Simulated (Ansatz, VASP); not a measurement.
One calculation of WF2, two programs

INCAR

```
  PREC = Accurate
  ENCUT = 520
  EDIFF = 1E-7
  ISMEAR = 0
  SIGMA = 0.02
  LREAL = False
  LASPH = True
  NELM = 150
  ALGO = Normal
  ISIF = 2
  LWAVE = False
  LCHARG = True
  LMAXMIX = 4
  LDAU = True
  LDAUTYPE = 2
  LDAUL = 2 -1
  LDAUU = 6.2 0
  LDAUJ = 0 0
  LDAUPRINT = 1
  GGA = PE
  LELF = True
  LVHAR = True
  NBANDS = 21
```

File KPOINTS:

```
regular mesh
0
Gamma
  10 10 10
```

Contents of POSCAR:

```
WF2
1.0
    0.0000000000      2.8317020058      2.8317020058
    2.8317020058      0.0000000000      2.8317020058
    2.8317020058      2.8317020058      0.0000000000
W F
1 2
Direct
    0.0000000000      0.0000000000      0.0000000000
    0.2500000000      0.2500000000      0.2500000000
    0.7500000000      0.7500000000      0.7500000000
```

Input for Ansatz:

```yaml
crystal:
  lattice:
    - [0.0, 2.8317020036, 2.8317020036]
    - [2.8317020036, 0.0, 2.8317020036]
    - [2.8317020036, 2.8317020036, 0.0]
  atoms:
    - { symbol: W, position: [0.0, 0.0, 0.0] }
    - { symbol: F, position: [0.25, 0.25, 0.25] }
    - { symbol: F, position: [0.75, 0.75, 0.75] }
basis:
  ecutwfc: 420
kpoints:
  mp_grid: { grid: [10, 10, 10] }
hamiltonian:
  xc: pbe
  hubbard: { sites: [{ species: W, l: d, u_eff: 6.2 }] }
scf:
  occupations: { method: gaussian, width: 0.02 }
output:
  forces: true
  stress: true
  eigenvalues: true
```

Alike in both runs: task single point; functional PBE; k mesh 10 × 10 × 10; occupations gaussian, width 0.02 eV; no spin polarisation; Hubbard terms W d U = 6.2 eV.

|  | VASP | Ansatz |
| --- | --- | --- |
| version | VASP 6.6.1 | Ansatz 0.2.0 |
| potentials or method | VASP PAW PBE potentials, release 64 (W_sv, F) | scalar-relativistic, plane waves, PAW |
| plane-wave cutoff (eV) | 520 | 420 |
| valence electrons in the cell | 28 | 28 |

VASP gave:

- pressure (GPa): -13.3

**Question.** Estimate Ansatz's values.

**Answer.** Pressure (GPa): -12.6.

The programs project onto different local orbitals, so the same U acts differently.

Caveats: U without spin polarisation on a metal has little footing. Spin-orbit coupling is left out, which matters for the levels of W.
